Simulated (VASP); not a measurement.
Computed with PBE GGA + U (Dudarev), VASP's PBE PAW potentials (set 64) (plane waves; VASP 6.6.1).

VASP ran on this input.

File KPOINTS:
```
Automatic mesh
0
Gamma
7 7 7
0 0 0
```

**INCAR**
```
ALGO = Normal
EDIFF = 1E-6
ENCUT = 400
GGA = PE
ISIF = 2
ISMEAR = 1
LASPH = .TRUE.
LCHARG = .FALSE.
LDAU = .TRUE.
LDAUJ = 0 0
LDAUL = 2 -1
LDAUPRINT = 1
LDAUTYPE = 2
LDAUU = 5.0 0
LMAXMIX = 6
LORBIT = 10
LREAL = .FALSE.
LWAVE = .FALSE.
NELM = 100
PREC = Accurate
SIGMA = 0.1
SYSTEM = Pt3Ti
```

POSCAR:
```
Pt3Ti
1
    3.9200000000     0.0000000000     0.0000000000
    0.0000000000     3.9200000000     0.0000000000
    0.0000000000     0.0000000000     3.9200000000
Ti Pt
1 3
Direct
  0.0000000000   0.0000000000   0.0000000000
  0.0000000000   0.5000000000   0.5000000000
  0.5000000000   0.0000000000   0.5000000000
  0.5000000000   0.5000000000   0.0000000000
```

POTCAR, in this order: Ti_sv Pt (PBE.64 set). Program: vasp_std.

The resulting files:

File OSZICAR:
```
       N       E                     dE             d eps       ncg     rms          rms(c)
DAV:   1     0.341003011920E+03    0.34100E+03   -0.18312E+04  1000   0.150E+03
DAV:   2     0.608619353248E+00   -0.34039E+03   -0.33375E+03  1082   0.407E+02
DAV:   3    -0.293119101721E+02   -0.29921E+02   -0.29016E+02  1434   0.104E+02
DAV:   4    -0.301155569105E+02   -0.80365E+00   -0.80111E+00  1183   0.185E+01
DAV:   5    -0.301413235043E+02   -0.25767E-01   -0.25738E-01  1460   0.318E+00    0.219E+01
DAV:   6    -0.269909897049E+02    0.31503E+01   -0.22717E+01  1389   0.371E+01    0.123E+01
DAV:   7    -0.267429577580E+02    0.24803E+00   -0.20189E+01  1401   0.283E+01    0.905E+00
DAV:   8    -0.260214945346E+02    0.72146E+00   -0.26321E+00  1415   0.126E+01    0.294E+00
DAV:   9    -0.260546484590E+02   -0.33154E-01   -0.48128E-01  1504   0.335E+00    0.178E+00
DAV:  10    -0.260230649849E+02    0.31583E-01   -0.24927E-01  1433   0.344E+00    0.266E-01
DAV:  11    -0.260240070660E+02   -0.94208E-03   -0.13255E-02  1412   0.820E-01    0.262E-01
DAV:  12    -0.260234045689E+02    0.60250E-03   -0.35078E-03  1485   0.355E-01    0.339E-02
DAV:  13    -0.260234396740E+02   -0.35105E-04   -0.82450E-05  1225   0.676E-02    0.357E-02
DAV:  14    -0.260234257545E+02    0.13920E-04   -0.81070E-05  1527   0.604E-02    0.464E-03
DAV:  15    -0.260234261142E+02   -0.35972E-06   -0.17095E-06   952   0.102E-02
   1 F= -.26023426E+02 E0= -.26023837E+02  d E =0.123360E-02
```

**OUTCAR**
```
------------------------ aborting loop because EDIFF is reached ----------------------------------------
  FORCE on cell =-STRESS in cart. coord.  units (eV):
  Direction    XX          YY          ZZ          XY          YZ          ZX
  --------------------------------------------------------------------------------------
  Total        3.4866124      3.4866124      3.4866124      0.0000000      0.0000000     -0.0000000
  in kB       92.7376435     92.7376435     92.7376435      0.0000000      0.0000000     -0.0000000
  external PRESSURE =      92.7376435 kB  Pullay stress =       0.0000000 kB
  volume of cell :       60.24
      direct lattice vectors                 reciprocal lattice vectors
     3.920000000  0.000000000  0.000000000     0.255102041  0.000000000  0.000000000
     0.000000000  3.920000000  0.000000000     0.000000000  0.255102041  0.000000000
     0.000000000  0.000000000  3.920000000     0.000000000  0.000000000  0.255102041
 POSITION                                       TOTAL-FORCE (eV/Angst)
 -----------------------------------------------------------------------------------
      0.00000      0.00000      0.00000         0.000000      0.000000      0.000000
      0.00000      1.96000      1.96000         0.000000      0.000000      0.000000
      1.96000      0.00000      1.96000         0.000000      0.000000      0.000000
      1.96000      1.96000      0.00000         0.000000      0.000000      0.000000
 -----------------------------------------------------------------------------------
    total drift:                                0.000000      0.000000      0.000000
  FREE ENERGIE OF THE ION-ELECTRON SYSTEM (eV)
  ---------------------------------------------------
  free  energy   TOTEN  =       -26.0234261142 eV

  energy  without entropy=      -26.0246597093  energy(sigma->0) =      -26.02383731

 total charge

# of ion       s       p       d       tot
------------------------------------------
    1        2.228   6.179   1.580   9.987
    2        0.695   0.672   8.085   9.452
    3        0.695   0.672   8.085   9.452
    4        0.695   0.672   8.085   9.452
--------------------------------------------------
tot          4.313   8.196  25.834  38.343
```
(Selected blocks of OUTCAR.)

The compound is Pt3Ti in the L1_2 structure. The cell was not relaxed at this level. The run is one of a series of settings (LDAU = .TRUE., LDAUJ = 0 0, LDAUL = 2 -1, LDAUTYPE = 2, LDAUU = 5.0 0 against the base run), some of them coarse on purpose.
